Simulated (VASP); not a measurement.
Data:

```yaml
crystal:
  lattice:
    - [5.40765, 0.00000, 0.00000]
    - [0.00000, 5.40765, 0.00000]
    - [0.00000, 0.00000, 19.82330]
  atoms:
    - { symbol: Rh, position: [0.25000, 0.24923, 0.35913] }
    - { symbol: Rh, position: [0.75000, 0.24971, 0.35902] }
    - { symbol: Rh, position: [0.25000, 0.75077, 0.35913] }
    - { symbol: Rh, position: [0.75000, 0.75029, 0.35902] }
    - { symbol: Rh, position: [0.99911, 0.00000, 0.45206] }
    - { symbol: Rh, position: [0.50089, 0.00000, 0.45206] }
    - { symbol: Rh, position: [0.00125, 0.50000, 0.45152] }
    - { symbol: Rh, position: [0.49875, 0.50000, 0.45152] }
    - { symbol: Rh, position: [0.25000, 0.24964, 0.54912] }
    - { symbol: Rh, position: [0.75000, 0.25218, 0.54926] }
    - { symbol: Rh, position: [0.25000, 0.75036, 0.54912] }
    - { symbol: Rh, position: [0.75000, 0.74782, 0.54926] }
    - { symbol: Rh, position: [0.99962, 0.00000, 0.64316] }
    - { symbol: Rh, position: [0.50038, 0.00000, 0.64316] }
    - { symbol: Rh, position: [0.99956, 0.50000, 0.64215] }
    - { symbol: Rh, position: [0.50044, 0.50000, 0.64215] }
    - { symbol: H, position: [0.25000, 0.00000, 0.69968] }
```

Computed with PBE GGA, VASP's PBE PAW potentials (set 64) (plane waves; VASP). Run with PREC = Normal, 400 eV cut-off, 5×5×1 Γ-centred mesh, first-order Methfessel-Paxton smearing of 0.10 eV, potentials Rh H.

What does the run give for the energy per atom (σ→0), band gap (on the k-mesh) with the smallest direct gap where there is one?

```yaml
band gap (on the k-mesh): none (metal, semimetal or under 0.01 eV)
energy per atom (σ→0): -6.555 eV/atom
```

Total energies compare only between runs with the same potentials, cut-off and functional.

The cell is a thin slab with vacuum, built from Rh (fcc): (100) face, H adsorbed.
